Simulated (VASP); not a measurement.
```
CELL_PARAMETERS angstrom
      0.00000     2.06004     2.06004
      2.06004     0.00000     2.06004
      2.06004     2.06004     0.00000
ATOMIC_POSITIONS crystal
  V  0.00000 0.00000 0.00000
  N  0.50000 0.50000 0.50000
```

Computed with PBE GGA, VASP's PBE PAW potentials (set 64) (plane waves; VASP). Numerical set-up: 520 eV cut-off, 17×17×17 Γ-centred mesh, tetrahedra with Blöchl corrections, potentials V_sv N.

Question: Estimate the energy per atom (σ→0), band gap (on the k-mesh) with the smallest direct gap where there is one.

Answer: 
| Property | Result |
|---|---|
| band gap (on the k-mesh) | none (metal, semimetal or under 0.01 eV) |
| energy per atom (σ→0) | -9.651 eV/atom |

Only differences to runs with the same potentials and settings are physical.

The compound is VN in the rock salt structure, which distorts at low temperature. It was relaxed first. The run is not spin-polarised, so no magnetic state was tried. VASP warned that the highest band is occupied, so more bands are needed.
